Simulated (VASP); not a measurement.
Wanted: the native input for a VASP 6.6.1 run.

* Task: relaxation of the atoms
* Functional: PBE
* Potentials or basis: VASP PAW PBE potentials, release 64 (Na_pv, Cl)
* Cutoff: 600 eV
* k mesh: 8 × 8 × 8
* Occupations: gaussian, width 0.03 eV
* Spin: no spin polarisation
* Further INCAR settings: ALGO = Normal; EDIFF = 1e-07; IBRION = 2; EDIFFG = -0.01; NSW = 40

The structure of NaCl lies in POSCAR:

```
NaCl                                    
1.0
    0.0000000000      2.8103439558      2.8103439558
    2.8103439558     -0.0000000000      2.8103439558
    2.8103439558      2.8103439558      0.0000000000
  Na              Cl            
     1     1
Direct
     0.0000000000000000    1.0000000000000000    1.0000000000000000
     0.5000000000000000    0.5000000000000000    0.5000000000000000
```

The cell isn't the ideal one: a relaxed cell with its volume scaled by 0.96.

The input as run:

INCAR

```
ALGO = Normal ; EDIFF = 1E-7
EDIFFG = -0.01 ; ENCUT = 600
GGA = PE ; IBRION = 2
ISIF = 2 ; ISMEAR = 0
LASPH = T ; LCHARG = F
LREAL = F ; LWAVE = F
NELM = 80 ; NSW = 40
PREC = Accurate ; SIGMA = 0.03
```

KPOINTS

```
k-points
0
Gamma
  8 8 8
```

Potentials or basis: VASP PAW PBE potentials, release 64 (Na_pv, Cl).

Command:

```console
$ cat potpaw_PBE.64/Na_pv/POTCAR potpaw_PBE.64/Cl/POTCAR > POTCAR
$ mpirun -np 1 vasp_std > vasp.out
```

Results of the run:

The pressure after relaxing is 1.0 GPa and the band gap on the k mesh is 5.15 eV, direct.

Caveat: the relaxation stopped at its first step, so nothing moved.

It took 10 s on 1 thread of AMD EPYC 9R45 (Zen 5) (shared host), peak memory 0.14 GiB.
